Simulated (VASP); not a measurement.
VASP input:

**INCAR**
```
! general
SYSTEM =NbP
PREC   =Accurate
ENCUT  =400
LREAL  =.FALSE.
LASPH  =.TRUE.

! electronic loop
EDIFF  =1E-6
NELM   =100
ALGO   =Fast
LMAXMIX=4

! smearing
ISMEAR =0
SIGMA  =0.05

! functional
GGA    =PE

! ions
ISIF   =2

! output
LWAVE  =.FALSE.
LCHARG =.FALSE.
```

File POSCAR:
```
NbP
6.6265460
  0.5000000000   0.0000000000   0.0000000000
 -0.2500000755   0.4330127641   0.0000000000
  0.0000000000   0.0000000000   0.4879751835
Nb P
1 1
Direct
  0.0000000000   0.0000000000   0.0000000000
  0.6666670000   0.3333330000   0.5000000000
```

### KPOINTS
```
Automatic mesh
0
Gamma
8 8 7
0 0 0
```

POTCAR, in this order: Nb_sv P (PBE.64 set). Program: vasp_std.

### Question
Translate this PBE calculation to Ansatz.

### Answer
One equivalent input (not run):
Ansatz 0.2 input:
```yaml
crystal:
  lattice:
    - [3.3132730, 0.0000000, 0.0000000]
    - [-1.6566370, 2.8693790, 0.0000000]
    - [0.0000000, 0.0000000, 3.2335900]
  atoms:
    - { symbol: Nb, position: [0.0000000, 0.0000000, 0.0000000] }
    - { symbol: P, position: [0.6666670, 0.3333330, 0.5000000] }
kpoints:
  mp_grid: { grid: [8, 8, 7] }
hamiltonian:
  xc: pbe
  pseudopotentials: { kind: paw }
scf:
  occupations: { method: gaussian, width: 0.05 }
  max_iter: 100
output: { forces: true, stress: true, eigenvalues: true }
```
What does not carry over: each code has its own PAW files, so the cut-off isn't converted (ENCUT is set for VASP's; basis.ecutwfc is left out, and Ansatz then takes the one that its files recommend); Ansatz stops its SCF on the density residual and VASP on the energy change (EDIFF).

The structure was generated: NbP was put into the WC type (P-6m2), which need not be its known phase. The cell was not relaxed at this level. The run is one of a series of settings (ALGO = Fast against the base run), some of them coarse on purpose.
